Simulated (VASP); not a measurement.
# Si48H21CN in VASP: single point with PBE+D3(BJ)

Aim: the single point of Si48H21CN with PBE+D3(BJ).

Program: VASP 6.6.1. These are calculated values, not measurements. Logs are shortened: lines on timing, memory, paths and dates and some standing lists are left out, and cuts for length are marked.

**1. The slab as given**

The cell holds a slab with vacuum, 71 atoms: a = 10.862 Å, b = 10.862 Å, c = 23.428 Å, α = 90.00°, β = 90.00°, γ = 90.00°.

The cell was built by a generator and needn't be a form met in nature.

**2. Single point, PBE+D3(BJ)**

File INCAR:

```
ALGO = Normal
EDIFF = 1E-7
ENCUT = 400
GGA = PE
ISIF = 2
ISMEAR = 0
ISYM = 0
IVDW = 12
LASPH = True
LCHARG = False
LREAL = Auto
LUSENCCL = False
LWAVE = False
NELM = 60
PREC = Accurate
SIGMA = 0.05
```

File KPOINTS:

```
k-points
0
Gamma
  1 1 1
```

File POSCAR:

```
Si48H21CN
1.0
    7.6805938572      7.6805938572      0.0000000000
   -7.6805938572      7.6805938572      0.0000000000
    0.0000000000      0.0000000000     23.4276500000
Si H N C
48 21 1 1
Direct
    0.7005149941      0.2994850059      0.4169282877
    0.7994850059      0.7005149941      0.4169282877
    0.0494850059      0.9505149941      0.4451001274
    0.2994850059      0.2005149941      0.4169282877
    0.9505149941      0.5494850059      0.4451001274
    0.2005149941      0.7994850059      0.4169282877
    0.4505149941      0.0494850059      0.4451001274
    0.5494850059      0.4505149941      0.4451001274
    0.8750000000      0.3750000000      0.3773276449
    0.8750000000      0.8750000000      0.3773276449
    0.1250000000      0.1250000000      0.3773276449
    0.3750000000      0.3750000000      0.3773276449
    0.1250000000      0.6250000000      0.3773276449
    0.3750000000      0.8750000000      0.3773276449
    0.6250000000      0.1250000000      0.3773276449
    0.6250000000      0.6250000000      0.3773276449
    0.0000000000      0.2500000000      0.3193726217
    0.0000000000      0.7500000000      0.3193726217
    0.2500000000      0.0000000000      0.3193726217
    0.5000000000      0.2500000000      0.3193726217
    0.2500000000      0.5000000000      0.3193726217
    0.5000000000      0.7500000000      0.3193726217
    0.7500000000      0.0000000000      0.3193726217
    0.7500000000      0.5000000000      0.3193726217
    0.8750000000      0.1250000000      0.2614175984
    0.8750000000      0.6250000000      0.2614175984
    0.1250000000      0.8750000000      0.2614175984
    0.3750000000      0.1250000000      0.2614175984
    0.1250000000      0.3750000000      0.2614175984
    0.3750000000      0.6250000000      0.2614175984
    0.6250000000      0.8750000000      0.2614175984
    0.6250000000      0.3750000000      0.2614175984
    0.7500000000      0.2500000000      0.2034625752
    0.7500000000      0.7500000000      0.2034625752
    0.0000000000      0.0000000000      0.2034625752
    0.2500000000      0.2500000000      0.2034625752
    0.0000000000      0.5000000000      0.2034625752
    0.2500000000      0.7500000000      0.2034625752
    0.5000000000      0.0000000000      0.2034625752
    0.5000000000      0.5000000000      0.2034625752
    0.8750000000      0.3750000000      0.1455075520
    0.8750000000      0.8750000000      0.1455075520
    0.1250000000      0.1250000000      0.1455075520
    0.3750000000      0.3750000000      0.1455075520
    0.1250000000      0.6250000000      0.1455075520
    0.3750000000      0.8750000000      0.1455075520
    0.6250000000      0.1250000000      0.1455075520
    0.6250000000      0.6250000000      0.1455075520
    0.9516281893      0.2983718107      0.1067115140
    0.7983718107      0.4516281893      0.1067115140
    0.9516281893      0.7983718107      0.1067115140
    0.7983718107      0.9516281893      0.1067115140
    0.2016281893      0.0483718107      0.1067115140
    0.0483718107      0.2016281893      0.1067115140
    0.4516281893      0.2983718107      0.1067115140
    0.2983718107      0.4516281893      0.1067115140
    0.2016281893      0.5483718107      0.1067115140
    0.0483718107      0.7016281893      0.1067115140
    0.4516281893      0.7983718107      0.1067115140
    0.2983718107      0.9516281893      0.1067115140
    0.7016281893      0.0483718107      0.1067115140
    0.5483718107      0.2016281893      0.1067115140
    0.7016281893      0.5483718107      0.1067115140
    0.5483718107      0.7016281893      0.1067115140
    0.3338071475      0.7811921552      0.5074548063
    0.2438706342      0.6604907395      0.5036917290
    0.0673266064      0.7813819360      0.5257786134
    0.1757170560      0.7940293713      0.5821864452
    0.1644311319      0.9116519347      0.5298399763
    0.2468183091      0.7531816909      0.4984677724
    0.1597484893      0.8125401905      0.5366334325
```

Potentials or basis: VASP PAW PBE potentials, release 64 (Si, H, N, C).

Run with:

```console
cat potpaw_PBE.64/Si/POTCAR potpaw_PBE.64/H/POTCAR potpaw_PBE.64/N/POTCAR potpaw_PBE.64/C/POTCAR > POTCAR
mpirun -np 1 vasp_gam > vasp.out
```

OUTCAR:

```text
EDIFF = 1E-7
   ENCUT = 400
   GGA = PE
   ISIF = 2
   ISMEAR = 0
   ISYM = 0
   IVDW = 12
   LASPH = True
   LREAL = Auto
   NELM = 60
   PREC = Accurate
 IVDW          = 12

 ion  position               nearest neighbor table
   1  0.701  0.299  0.417-   9 2.26  15 2.26   8 2.41
   2  0.799  0.701  0.417-  10 2.26  16 2.26   5 2.41
   3  0.049  0.951  0.445-   6 2.41  10 2.60  11 2.60
   4  0.299  0.201  0.417-  11 2.26  12 2.26   7 2.41
   5  0.951  0.549  0.445-   2 2.41   9 2.60  13 2.60
   6  0.201  0.799  0.417-  70 2.04  14 2.26  13 2.26   3 2.41
   7  0.451  0.049  0.445-   4 2.41  14 2.60  15 2.60
   8  0.549  0.451  0.445-   1 2.41  12 2.60  16 2.60
   9  0.875  0.375  0.377-   1 2.26  17 2.35  24 2.35   5 2.60
  10  0.875  0.875  0.377-   2 2.26  18 2.35  23 2.35   3 2.60
  11  0.125  0.125  0.377-   4 2.26  17 2.35  19 2.35   3 2.60
  12  0.375  0.375  0.377-   4 2.26  20 2.35  21 2.35   8 2.60
  13  0.125  0.625  0.377-   6 2.26  18 2.35  21 2.35   5 2.60
  14  0.375  0.875  0.377-   6 2.26  19 2.35  22 2.35   7 2.60
[... 32 lines left out ...]
  47  0.625  0.125  0.146-  61 1.49  62 1.49  33 2.35  39 2.35
  48  0.625  0.625  0.146-  63 1.49  64 1.49  34 2.35  40 2.35
  49  0.952  0.298  0.107-  41 1.49
  50  0.798  0.452  0.107-  41 1.49
  51  0.952  0.798  0.107-  42 1.49
  52  0.798  0.952  0.107-  42 1.49
  53  0.202  0.048  0.107-  43 1.49
  54  0.048  0.202  0.107-  43 1.49
[... 13 lines left out ...]
  68  0.176  0.794  0.582-  71 1.10
  69  0.164  0.912  0.530-  71 1.09
  70  0.247  0.753  0.498-  66 1.01  65 1.01  71 1.45   6 2.04
  71  0.160  0.813  0.537-  69 1.09  67 1.09  68 1.10  70 1.45

IMPORTANT INFORMATION: All symmetrisations will be switched off!
NOSYMM: (Re-)initialisation of all symmetry stuff for point group C_1.

----------------------------------------------------------------------------------------

                                     Primitive cell

  volume of cell :    2764.0655

  direct lattice vectors                    reciprocal lattice vectors
     7.680593857  7.680593857  0.000000000     0.065099133  0.065099133 -0.000000000
    -7.680593857  7.680593857  0.000000000    -0.065099133  0.065099133  0.000000000
     0.000000000  0.000000000 23.427650000     0.000000000 -0.000000000  0.042684606

  length of vectors
    10.862000000 10.862000000 23.427650000     0.092064077  0.092064077  0.042684606

  position of ions in fractional coordinates (direct lattice)
     0.700514994  0.299485006  0.416928288
     0.799485006  0.700514994  0.416928288
     0.049485006  0.950514994  0.445100127
     0.299485006  0.200514994  0.416928288
     0.950514994  0.549485006  0.445100127
     0.200514994  0.799485006  0.416928288
[... 63 lines left out ...]
     0.246818309  0.753181691  0.498467772
     0.159748489  0.812540191  0.536633432

  ion indices of the primitive-cell ions
   primitive index   ion index
                 1           1
                 2           2
                 3           3
                 4           4
                 5           5
                 6           6
[... 63 lines left out ...]
                70          70
                71          71

----------------------------------------------------------------------------------------

 KPOINTS: k-points

Automatic generation of k-mesh.
 Grid dimensions read from file:
 generate k-points for:    1    1    1

 Generating k-lattice:

  Cartesian coordinates                     Fractional coordinates (reciprocal lattice)
     0.065099133  0.065099133 -0.000000000     1.000000000  0.000000000  0.000000000
    -0.065099133  0.065099133  0.000000000     0.000000000  1.000000000  0.000000000
     0.000000000 -0.000000000  0.042684606     0.000000000  0.000000000  1.000000000

  Length of vectors
     0.092064077  0.092064077  0.042684606

  Shift w.r.t. Gamma in fractional coordinates (k-lattice)
     0.000000000  0.000000000  0.000000000

 Subroutine IBZKPT returns following result:
 ===========================================

 Found      1 irreducible k-points:

 Following reciprocal coordinates:
            Coordinates               Weight
  0.000000  0.000000  0.000000      1.000000
   k-points           NKPTS =      1   k-points in BZ     NKDIM =      1   number of bands    NBANDS=    147
   number of dos      NEDOS =    301   number of ions     NIONS =     71
   total plane-waves  NPLWV = 829440
   dimension x,y,z NGX =    72 NGY =   72 NGZ =  160
   dimension x,y,z NGXF=   144 NGYF=  144 NGZF=  320
   ions per type =              48  21   1   1
   NGX,Y,Z   is equivalent  to a cutoff of  11.02, 11.02, 11.35 a.u.
   NGXF,Y,Z  is equivalent  to a cutoff of  22.04, 22.04, 22.71 a.u.
 SYSTEM =  unknown system
   PREC   = accura    normal or accurate (medium, high low for compatibility)
   ISTART =      0    job   : 0-new  1-cont  2-samecut
   ICHARG =      2    charge: 1-file 2-atom 10-const
   ISPIN  =      1    spin polarized calculation?
   LNONCOLLINEAR =      F non collinear calculations
   LSORBIT =      F    spin-orbit coupling
   LASPH  =      T    aspherical Exc in radial PAW
   ENCUT  =  400.0 eV  29.40 Ry    5.42 a.u.  17.71 17.71 38.20*2*pi/ulx,y,z
   NELM   =     60;   NELMIN=  2; NELMDL= -5     # of ELM steps
   EDIFF  = 0.1E-06   stopping-criterion for ELM
   LREAL  =      T    real-space projection
   EDIFFG = 0.1E-05   stopping-criterion for IOM
   NSW    =      0    number of steps for IOM
   IBRION =     -1    ionic relax: 0-MD 1-quasi-New 2-CG
   NFREE  =      0    steps in history (QN), initial steepest desc. (CG)
   ISIF   =      2    stress and relaxation
   ISYM   =      0    0-nonsym 1-usesym 2-fastsym
   POTIM  = 0.5000    time-step for ionic-motion
   TEBEG  =    0.0;   TEEND  =   0.0 temperature during run
   PSTRESS=    0.0 pullay stress
   NELECT =     222.0000    total number of electrons
   NUPDOWN=      -1.0000    fix difference up-down
   EMIN   =  10.00;   EMAX   =-10.00  energy-range for DOS
   EFERMI =   0.00;   METHOD = LEGACY
   ISMEAR =     0;   SIGMA  =   0.05  broadening in eV -4-tet -1-fermi 0-gaus
   EFERMI_NEDOS =   21; number of points for ismear=-14 and -15
   IALGO  =     38    algorithm
   IMIX   =      4    mixing-type and parameters
     AMIX     =   0.40;   BMIX     =  1.00
     AMIX_MAG =   1.60;   BMIX_MAG =  1.00
  volume/ion in A,a.u.               =      38.93       262.72
  Fermi-wavevector in a.u.,A,eV,Ry     =   0.706333  1.334776  6.788039  0.498907
  Thomas-Fermi vector in A             =   1.792086
   LORBIT       =      0    0 simple, 1 ext, 2 COOP (PROOUT), +10 PAW based schemes
   GGA     = PE    functional components
   LHFCALC =     F    Hartree Fock is set to
   AEXX    =    0.0000 exact exchange contribution
   IVDW    =    12    specifies the selected vdW correction
   LEPSILON=     F    determine dielectric tensor
   LRPA    =     F    only Hartree local field effects (RPA)
 non-spin polarized calculation
 Gauss-broadening in eV      SIGMA  =   0.05
  energy-cutoff  :      400.00
  volume of cell :     2764.07
 maximum number of plane-waves:     25105
 NGX is ok and might be reduce to    70
   NGX = 35   NGY = 35   NGZ = 77

 number of electron     221.9999945 magnetization

 Free energy of the ion-electron system (eV)
  ---------------------------------------------------
  ext. energy  EPLUGINS =         0.00000000
  ---------------------------------------------------
  free energy    TOTEN  =      -334.27461622 eV

  energy without entropy =     -334.27192698  energy(sigma->0) =     -334.27327160

 E-fermi :  -0.6872     XC(G=0):  -4.2730

 val. band max:       -0.7767136186   @ k =   0.0000   0.0000   0.0000
 cond. band min:      -0.5996002976   @ k =   0.0000   0.0000   0.0000
 fundamental gap:      0.1771133210
 Fermi energy:        -0.6871537397

 k-point     1 :       0.0000    0.0000    0.0000
  band No.  band energies     occupation
      1     -21.0269      2.00000
      2     -14.4998      2.00000
      3     -12.2784      2.00000
      4     -11.4411      2.00000
      5     -11.3599      2.00000
      6     -11.3362      2.00000
[... 115 lines left out ...]
    122       1.2765      0.00000
    123       1.3035      0.00000
 [bands above 123 left out]

------------------------ aborting loop because EDIFF is reached ----------------------------------------

 Edisp (eV)  -12.96706

 E8    (eV) :    -5.3710

  FORCE on cell =-STRESS in cart. coord.  units (eV):
  Direction    XX          YY          ZZ          XY          YZ          ZX
  --------------------------------------------------------------------------------------
  -------------------------------------------------------------------------------------
  Total      19.56676    -0.22072    -8.85412    -0.05429    -0.21206     1.20830
  in kB      11.34178    -0.12794    -5.13225    -0.03147    -0.12292     0.70038
  external pressure =        2.03 kB  Pullay stress =        0.00 kB

 VOLUME and BASIS-vectors are now :
 -----------------------------------------------------------------------------
  energy-cutoff  :      400.00
  volume of cell :     2764.07
      direct lattice vectors                 reciprocal lattice vectors
     7.680593857  7.680593857  0.000000000     0.065099133  0.065099133 -0.000000000
    -7.680593857  7.680593857  0.000000000    -0.065099133  0.065099133  0.000000000
     0.000000000  0.000000000 23.427650000     0.000000000 -0.000000000  0.042684606

 POSITION                                       TOTAL-FORCE (eV/Angst)
 -----------------------------------------------------------------------------------
      3.08015      7.68059      9.76765        -0.621789      0.003869     -0.453095
      0.76015     11.52089      9.76765         0.578184      0.076097     -0.545733
     -6.92045      7.68059     10.42765        -1.397048      0.042851     -1.726308
      0.76015      3.84030      9.76765         0.573217     -0.082796     -0.547648
      3.08015     11.52089     10.42765         0.705879      0.033651     -0.618716
     -4.60045      7.68059      9.76765         0.211150      0.046317      0.646862
[... 63 lines left out ...]
     -3.88917      7.68059     11.67793        -0.158111     -0.017990     -0.576464
     -5.01383      7.46775     12.57206        -0.128252     -0.128026      1.173518
 -----------------------------------------------------------------------------------
    total drift:                                0.001568      0.000061     -0.014468

  FREE ENERGIE OF THE ION-ELECTRON SYSTEM (eV)
  ---------------------------------------------------
  free  energy   TOTEN  =      -347.2416744826 eV

  energy  without entropy=     -347.2389852455  energy(sigma->0) =     -347.24032986
```

Run time: 3.2 min. Hardware: 1 × NVIDIA H100 80GB with 1 thread of AMD EPYC 7R13 (Zen 3), shared host; peak memory 2 GiB.

Results:

```yaml
Free_energy: -347.2417 eV
Largest_force: 2.221 eV/Å
Band_gap_on_the_k_mesh: 0.18 eV, direct
Dispersion_energy_per_atom: -0.183 eV
```

Forces on the atoms (eV/Å):
```
Si  -0.622  0.004 -0.453
Si   0.578  0.076 -0.546
Si  -1.397  0.043 -1.726
Si   0.573 -0.083 -0.548
Si   0.706  0.034 -0.619
Si   0.211  0.046  0.647
Si   0.708 -0.047 -0.609
Si  -0.709  0.000 -0.734
Si  -0.356  1.194  0.676
Si   0.286  1.033  0.713
Si   0.282 -1.013  0.695
Si   0.413  1.167  0.606
Si  -0.677 -1.200  0.238
Si  -0.669  1.190  0.219
Si  -0.353 -1.204  0.681
Si   0.409 -1.161  0.604
Si  -0.021  0.007  0.358
Si   0.331 -0.122 -0.552
Si   0.333  0.119 -0.554
Si  -0.049 -0.013 -0.492
Si  -0.056 -0.005  0.362
Si  -0.063  0.007  0.361
Si  -0.025 -0.002  0.353
Si  -0.047  0.003 -0.487
Si   0.034  0.000  0.032
Si   0.143  0.089 -0.057
Si  -0.301  0.002 -0.071
Si   0.141 -0.090 -0.061
Si  -0.009 -0.001  0.025
Si   0.038  0.001  0.018
Si  -0.006 -0.003  0.025
Si  -0.216  0.001 -0.055
Si  -0.074 -0.002 -0.175
Si   0.090 -0.021 -0.138
Si   0.108  0.000 -0.163
Si   0.091  0.023 -0.138
Si  -0.105  0.012 -0.141
Si  -0.074 -0.002 -0.156
Si  -0.107 -0.010 -0.141
Si   0.089 -0.002 -0.143
Si   0.079  0.001  0.099
Si  -0.102  0.015  0.094
Si  -0.103 -0.015  0.094
Si  -0.096 -0.004  0.099
Si   0.078 -0.009  0.099
Si   0.078  0.011  0.100
Si   0.080 -0.001  0.099
Si  -0.095  0.004  0.100
H   -0.275 -0.016  0.045
H    0.268 -0.001  0.059
H   -0.269 -0.002  0.056
H    0.283 -0.019  0.028
H   -0.269  0.002  0.057
H    0.283  0.019  0.028
H   -0.269  0.000  0.056
H    0.290 -0.010  0.036
H   -0.286  0.014  0.046
H    0.272  0.003  0.057
H   -0.286 -0.015  0.045
H    0.273 -0.003  0.057
H   -0.276  0.016  0.044
H    0.268  0.001  0.059
H   -0.269  0.000  0.056
H    0.290  0.010  0.037
H    0.287  0.560 -0.052
H    0.426 -0.410 -0.095
H   -0.144 -0.257 -0.003
H    0.297  0.005  0.036
H   -0.153  0.173  0.115
N   -0.158 -0.018 -0.576
C   -0.128 -0.128  1.174
```

Caveat: the cutoff is under 1.25 times the usual one of these potentials, so pressure, stress and relaxed cells hold a basis-set (Pulay) error. As with any semilocal functional, this PBE gap is likely too small.
